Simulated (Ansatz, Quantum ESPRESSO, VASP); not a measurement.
# Code comparison for CaBr₂ (P1, 6 atoms in the cell)

Self-consistent single point, at a second geometry (atoms moved at random). First geometry:

```xyz
6
Lattice="6.6550 0.0000 0.0000 0.0000 6.9055 0.0000 0.0000 0.0000 4.3658" Properties=species:S:1:pos:R:3 pbc="T T T"
Ca     0.0000     0.0000     0.0000
Ca     3.3275     3.4528     2.1829
Br     1.8331     2.2614     0.0000
Br     4.8219     4.6442     0.0000
Br     5.1606     1.1914     2.1829
Br     1.4944     5.7141     2.1829
```

Second geometry:
```
CaBr2
1.0
    6.65497     0.00000     0.00000
    0.00000     6.90553     0.00000
    0.00000     0.00000     4.36577
Ca Br
2 4
Direct
  0.99702   0.99795   0.99233
  0.48905   0.49332   0.50773
  0.27664   0.32638   0.99499
  0.72619   0.68213   0.99903
  0.77823   0.17362   0.49756
  0.23286   0.82660   0.50835
```

Shared settings, as Ansatz (a quantum-chemistry and plane-wave program) writes them: kpoints.mp_grid.grid = 2 2 3; scf.occupations.method = fixed. Potentials and cutoffs stand in the table.

| code | model | ΔF from the first geometry (meV/atom) | pressure (GPa) | largest force (eV/Å) | gap on the mesh (eV) | cutoff |
|---|---|---|---|---|---|---|
| Quantum ESPRESSO | PBEsol, GBRV 1.5 ultrasoft (PBESOL) pseudopotentials | 7.8 | -0.89 | 0.452 | 4.399 | 40 Ry |
| VASP | PBEsol, VASP's PBE PAW potentials (set 64) | 7.8 | -0.83 | 0.459 | 4.400 | 300 eV |
| Ansatz | PBEsol, PAW files made with PBE | 7.7 | -0.88 | 0.452 | 4.400 | default |

Size of the force on each atom (eV/Å): Sizes of forces hide their directions.

```csv
code,Ca1,Ca2,Br3,Br4,Br5,Br6
Quantum ESPRESSO,0.165,0.452,0.172,0.403,0.047,0.247
VASP,0.170,0.459,0.181,0.403,0.047,0.245
Ansatz,0.165,0.452,0.172,0.401,0.047,0.245
```

Gaps are read on the mesh.

The spread over the programs that give each value: ΔF from the first geometry within 0.1 meV/atom; pressure within 0.06 GPa; largest force within 0.007 eV/Å; gap on the mesh within 0.001 eV.

Ansatz's pressure is given at a fixed set of plane waves, as the other plane-wave codes print theirs.

VASP's run is marked for a possible Pulay error in its stress at this cutoff; no cutoff test was made.

VASP ran the fixed occupations as a Gaussian smearing of 0.01 eV.

The starting cell comes from a database of computed structures (which also holds hypothetical and non-ambient phases and stackings), without a prior relaxation at this level. For this run, on top of that: atoms moved at random.

Left out of this page: ABINIT, CP2K, Elk, FLEUR and SIESTA (not drawn, or without a comparable value).

Keys are those of Ansatz 0.2.
